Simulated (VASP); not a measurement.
Output of a VASP run:

File OSZICAR:
```
       N       E                     dE             d eps       ncg     rms          rms(c)
DAV:   1     0.287156877322E+03    0.28716E+03   -0.16975E+04  2104   0.128E+03
DAV:   2    -0.297781887360E+02   -0.31694E+03   -0.30708E+03  2113   0.338E+02
DAV:   3    -0.517828084889E+02   -0.22005E+02   -0.20619E+02  2477   0.117E+02
DAV:   4    -0.527220508009E+02   -0.93924E+00   -0.92079E+00  2570   0.239E+01
DAV:   5    -0.527656976058E+02   -0.43647E-01   -0.43576E-01  3212   0.419E+00    0.260E+01
DAV:   6    -0.226703607723E+03   -0.17394E+03   -0.15591E+03  4128   0.369E+02    0.212E+02
DAV:   7    -0.104575125472E+03    0.12213E+03   -0.56101E+02  3162   0.120E+02    0.709E+01
DAV:   8    -0.829634412258E+02    0.21612E+02   -0.32743E+02  3302   0.198E+02    0.596E+01
DAV:   9    -0.467478022213E+02    0.36216E+02   -0.17880E+02  3115   0.103E+02    0.228E+01
DAV:  10    -0.492840152648E+02   -0.25362E+01   -0.70562E+01  3296   0.965E+01    0.214E+01
DAV:  11    -0.464003556502E+02    0.28837E+01   -0.17769E+01  2967   0.541E+01    0.960E+00
DAV:  12    -0.459324345390E+02    0.46792E+00   -0.11624E+01  3262   0.304E+01    0.143E+01
DAV:  13    -0.455512711299E+02    0.38116E+00   -0.11403E+01  3322   0.269E+01    0.918E+00
DAV:  14    -0.455208276555E+02    0.30443E-01   -0.60732E-01  2931   0.875E+00    0.769E+00
DAV:  15    -0.455623205966E+02   -0.41493E-01   -0.17136E-01  3087   0.713E+00    0.875E+00
DAV:  16    -0.451765748943E+02    0.38575E+00   -0.26263E-01  3532   0.851E+00    0.608E+00
DAV:  17    -0.449675596830E+02    0.20902E+00   -0.33622E-01  3511   0.699E+00    0.307E+00
DAV:  18    -0.449502684501E+02    0.17291E-01   -0.24130E-02  2856   0.147E+00    0.260E+00
DAV:  19    -0.449147471866E+02    0.35521E-01   -0.64065E-02  3848   0.279E+00    0.702E-01
DAV:  20    -0.449141556428E+02    0.59154E-03   -0.19693E-02  3164   0.168E+00    0.634E-01
DAV:  21    -0.449127077591E+02    0.14479E-02   -0.62660E-03  3229   0.971E-01    0.225E-01
DAV:  22    -0.449127488134E+02   -0.41054E-04   -0.13419E-03  3362   0.536E-01    0.217E-01
DAV:  23    -0.449125512486E+02    0.19756E-03   -0.77094E-04  2712   0.299E-01    0.797E-02
DAV:  24    -0.449126191576E+02   -0.67909E-04   -0.12178E-04  2398   0.159E-01    0.999E-02
DAV:  25    -0.449125716873E+02    0.47470E-04   -0.81176E-05  2864   0.114E-01    0.776E-02
DAV:  26    -0.449125432660E+02    0.28421E-04   -0.60973E-05  3191   0.102E-01    0.655E-02
DAV:  27    -0.449125404715E+02    0.27945E-05   -0.90107E-06  2354   0.296E-02    0.617E-02
DAV:  28    -0.449125367891E+02    0.36824E-05   -0.11672E-05  2335   0.321E-02    0.580E-02
DAV:  29    -0.449125356753E+02    0.11138E-05   -0.61315E-06  2231   0.285E-02    0.525E-02
DAV:  30    -0.449125359569E+02   -0.28164E-06   -0.35518E-07  1139   0.677E-03
   1 F= -.44912536E+02 E0= -.44833525E+02  d E =-.158023E+00
```

### OUTCAR
```
------------------------ aborting loop because EDIFF is reached ----------------------------------------
  FORCE on cell =-STRESS in cart. coord.  units (eV):
  Direction    XX          YY          ZZ          XY          YZ          ZX
  --------------------------------------------------------------------------------------
  Total       -3.7519327     -3.7519327     -0.9105362      0.0000000      0.0000000     -0.0000000
  in kB      -33.4767595    -33.4767595     -8.1242932      0.0000000      0.0000000     -0.0000000
  external PRESSURE =     -25.0259374 kB  Pullay stress =       0.0000000 kB
  volume of cell :      179.57
      direct lattice vectors                 reciprocal lattice vectors
     2.856282000  0.000000000  0.000000000     0.350105487  0.000000000  0.000000000
     0.000000000  2.856282000  0.000000000     0.000000000  0.350105487  0.000000000
     0.000000000  0.000000000 22.010000000     0.000000000  0.000000000  0.045433894
 POSITION                                       TOTAL-FORCE (eV/Angst)
 -----------------------------------------------------------------------------------
      1.42814      1.42814      5.99999        -0.000000     -0.000000      0.322798
      1.42814      1.42814      8.85999        -0.000000      0.000000      0.166083
      1.42814      1.42814     11.71999        -0.000000     -0.000000      0.097970
      1.42814      1.42814     14.58000        -0.000000     -0.000000      0.792086
      0.00000      0.00000      7.43000        -0.000000     -0.000000     -0.579057
      0.00000      0.00000     10.29001        -0.000000     -0.000000      0.073377
      0.00000      0.00000     13.15001         0.000000     -0.000000     -0.195378
      0.00000      0.00000     16.01001        -0.000000      0.000000     -0.677879
 -----------------------------------------------------------------------------------
    total drift:                               -0.000000      0.000000      0.001753
  FREE ENERGIE OF THE ION-ELECTRON SYSTEM (eV)
  ---------------------------------------------------
  free  energy   TOTEN  =       -44.9125359569 eV

  energy  without entropy=      -44.7545133747  energy(sigma->0) =      -44.83352467
```
(Selected blocks of OUTCAR.)

**POSCAR**
```
AlCo
1
    2.8562820000     0.0000000000     0.0000000000
    0.0000000000     2.8562820000     0.0000000000
    0.0000000000     0.0000000000    22.0100000000
Al Co
4 4
Direct
  0.5000000000   0.5000000000   0.2726030000
  0.5000000000   0.5000000000   0.4025440000
  0.5000000000   0.5000000000   0.5324850000
  0.5000000000   0.5000000000   0.6624260000
  0.0000000000   0.0000000000   0.3375740000
  0.0000000000   0.0000000000   0.4675150000
  0.0000000000   0.0000000000   0.5974560000
  0.0000000000   0.0000000000   0.7273970000
```

Question: Write an INCAR and KPOINTS that could have produced this output.

Answer: This is not unique; one that fits is the input of the run itself, PBE GGA, plane waves, VASP's PBE PAW potentials (set 64).

KPOINTS:
```
Automatic mesh
0
Gamma
15 15 1
0 0 0
```

### INCAR
```
ALGO  =  Normal
DIPOL  =  0.5 0.5 0.5
EDIFF  =  1E-6
ENCUT  =  390
GGA  =  PE
IDIPOL  =  3
ISIF  =  2
ISMEAR  =  0
LASPH  =  T
LCHARG  =  F
LDIPOL  =  T
LMAXMIX  =  4
LREAL  =  F
LWAVE  =  F
NELM  =  100
PREC  =  Accurate
SIGMA  =  0.2
SYSTEM  =  AlCo
```

POTCAR, in this order: Al Co (PBE.64 set). Program: vasp_std.

The cell holds a wide vacuum, so values per volume refer to the whole cell.

The cell is a sheet with vacuum, built from a generated structure. The run is not spin-polarised, so no magnetic state was tried.
